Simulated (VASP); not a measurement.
Here is a VASP 6.6.1 calculation.

Contents of INCAR:

```
SYSTEM = Ta
ALGO = Normal ; BPARAM = 11.95
CPARAM = 0.0093 ; EDIFF = 1E-7
EDIFFG = -0.005 ; ENCUT = 600
IBRION = 2 ; ISIF = 3
ISMEAR = 0 ; IVDW_NL = 2
LASPH = .True. ; LCHARG = .False.
LMIXTAU = .True. ; LREAL = .False.
LUSE_VDW = .True. ; LWAVE = .False.
METAGGA = R2SCAN ; NELM = 100
NSW = 90 ; PREC = Accurate
SIGMA = 0.1
```

Contents of KPOINTS:

```
k-points
0
Gamma
  18 18 18
  0 0 0
```

Contents of POSCAR:

```
Ta
1.0
   -1.6549278100      1.6549278100      1.6549278100
    1.6549278100     -1.6549278100      1.6549278100
    1.6549278100      1.6549278100     -1.6549278100
Ta
1
Direct
    0.0000000000      0.0000000000      0.0000000000
```

Potentials or basis: VASP PAW PBE potentials, release 64 (Ta_pv).

Launch:

```sh
$ cat potpaw_PBE.64/Ta_pv/POTCAR > POTCAR
$ mpirun -np 1 vasp_std > vasp.out
```

Problem. Estimate the relaxed cell.

Solution. a = 2.859 Å, b = 2.859 Å, c = 2.859 Å, α = 109.47°, β = 109.47°, γ = 109.47°.

Problem. Estimate the relaxed volume.

Solution. 18.00 Å³/atom.

Problem. Predict the space group after relaxing (to 0.05 Å).

Solution. Im-3m (No. 229).

Problem. What does it give for the band gap on the k mesh?

Solution. None (metal or under the smearing width).

Final structure:
```
Ta
1.0
    -1.65088    1.65088    1.65088
     1.65088   -1.65088    1.65088
     1.65088    1.65088   -1.65088
Ta
1
Direct
  0.00000 0.00000 0.00000
```

Caveat: the PAW data sets were made with another functional, which shifts forces and pressure a little; pairwise dispersion overbinds metals, which lowers pressure and volume. Spin-orbit coupling is left out, which matters for the levels of Ta.
